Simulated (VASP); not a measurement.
Write the native input for VASP 6.6.1 that does the following.

- Task: relaxation of cell and atoms
- Functional: PBE
- Potentials or basis: VASP PAW PBE potentials, release 64 (Be, Zn, Se)
- Cutoff: 520 eV
- k mesh: 3 × 3 × 2
- Occupations: gaussian, width 0.15 eV
- Spin: no spin polarisation
- Further INCAR settings: PREC = Normal; LREAL = Auto; ALGO = Fast; EDIFF = 0.0001; IBRION = 2; EDIFFG = -0.08; NSW = 24; ISIF = 3

The structure of BeZn2Se3 lies in POSCAR:

```
BeZn2Se3
1.0
    3.3375000000     -5.7800000000      0.0000000000
    3.3375000000      5.7800000000      0.0000000000
   -2.2248659300      0.0000000000      6.2932977500
Be Zn Se
2 4 6
Direct
    0.9166700000      0.0833300000      0.0000000000
    0.0833300000      0.9166700000      0.5000000000
    0.5833300000      0.4166700000      0.0000000000
    0.2500000000      0.7500000000      0.0000000000
    0.4166700000      0.5833300000      0.5000000000
    0.7500000000      0.2500000000      0.5000000000
    0.9583300000      0.7916700000      0.1250000000
    0.2916700000      0.4583300000      0.1250000000
    0.6250000000      0.1250000000      0.1250000000
    0.4583300000      0.2916700000      0.6250000000
    0.7916700000      0.9583300000      0.6250000000
    0.1250000000      0.6250000000      0.6250000000
```

The cell was built by a generator and needn't be a form met in nature.

These files were run (other wordings do the same):

INCAR

```
  PREC = Normal
  ENCUT = 520
  EDIFF = 1E-4
  ISMEAR = 0
  SIGMA = 0.15
  LREAL = Auto
  LASPH = True
  NELM = 60
  ALGO = Fast
  ISIF = 3
  LWAVE = False
  LCHARG = False
  GGA = PE
  IBRION = 2
  NSW = 24
  EDIFFG = -0.08
```

KPOINTS

```
regular mesh
0
Gamma
  3 3 2
```

Potentials or basis: VASP PAW PBE potentials, release 64 (Be, Zn, Se).

The run is started by

```sh
$ cat potpaw_PBE.64/Be/POTCAR potpaw_PBE.64/Zn/POTCAR potpaw_PBE.64/Se/POTCAR > POTCAR
$ mpirun -np 1 vasp_std > vasp.out
```

Results of the run:

- Relaxed volume: 21.32 Å³/atom
- Relaxed cell: a = 6.805 Å, b = 6.805 Å, c = 6.762 Å, α = 99.40°, β = 99.40°, γ = 120.15°
- Space group after relaxing (to 0.05 Å): Cc (No. 9)
- Energy gained by relaxing: 89.2 meV/atom
- Ionic steps: 12
- Pressure after relaxing: -0.1 GPa
- Largest force after relaxing: 0.069 eV/Å
- Band gap on the k mesh: 1.93 eV, direct

Caveat: the k mesh is coarse (spacing up to 0.50 Å⁻¹), so the values aren't converged; the relaxation stopped at a loose force limit of 0.08 eV/Å, so its end isn't a converged minimum.

It took 4.3 min on 1 thread of Intel(R) Xeon(R) 6975P-C (Granite Rapids), with other jobs on the host, peak memory 0.29 GiB.
